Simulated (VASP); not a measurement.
OSZICAR of a VASP run on BP (space group F-43m):

**OSZICAR**
```
       N       E                     dE             d eps       ncg     rms          rms(c)
DAV:   1     0.588998751484E+01    0.58900E+01   -0.34832E+03   760   0.731E+02
DAV:   2    -0.134635626534E+02   -0.19354E+02   -0.18031E+02  1200   0.967E+01
DAV:   3    -0.136444837190E+02   -0.18092E+00   -0.18092E+00   872   0.127E+01
DAV:   4    -0.136449322020E+02   -0.44848E-03   -0.44848E-03  1224   0.642E-01
DAV:   5    -0.136449323187E+02   -0.11673E-06   -0.11673E-06   888   0.978E-03    0.725E+00
DAV:   6    -0.130288406061E+02    0.61609E+00   -0.16516E+00   792   0.699E+00    0.396E+00
DAV:   7    -0.129369725157E+02    0.91868E-01   -0.26343E-01  1144   0.311E+00    0.130E+00
DAV:   8    -0.129287807809E+02    0.81917E-02   -0.28505E-02   832   0.115E+00    0.221E-01
DAV:   9    -0.129290875495E+02   -0.30677E-03   -0.49966E-04  1056   0.204E-01    0.126E-01
DAV:  10    -0.129292824127E+02   -0.19486E-03   -0.28416E-04   864   0.133E-01    0.260E-02
DAV:  11    -0.129292937449E+02   -0.11332E-04   -0.14528E-05  1072   0.328E-02    0.329E-02
DAV:  12    -0.129292944442E+02   -0.69925E-06   -0.32111E-06   760   0.116E-02
   1 F= -.12929294E+02 E0= -.12929294E+02  d E =-.742283E-20
```

Problem. Which electronic solver shows in the log?

Solution. It is blocked Davidson (ALGO = Normal, or the opening steps of other solvers). The INCAR had ALGO = Normal.

Problem. Can the final energy be trusted as converged?

Solution. Self-consistency was reached. It stopped with EDIFF = 1E-6, NELM = 100 (PBE GGA, plane waves, VASP's PBE PAW potentials (set 64)).

The structure comes from a computed database's BP entry; how it stands against other phases isn't given here. The cell was not relaxed at this level.
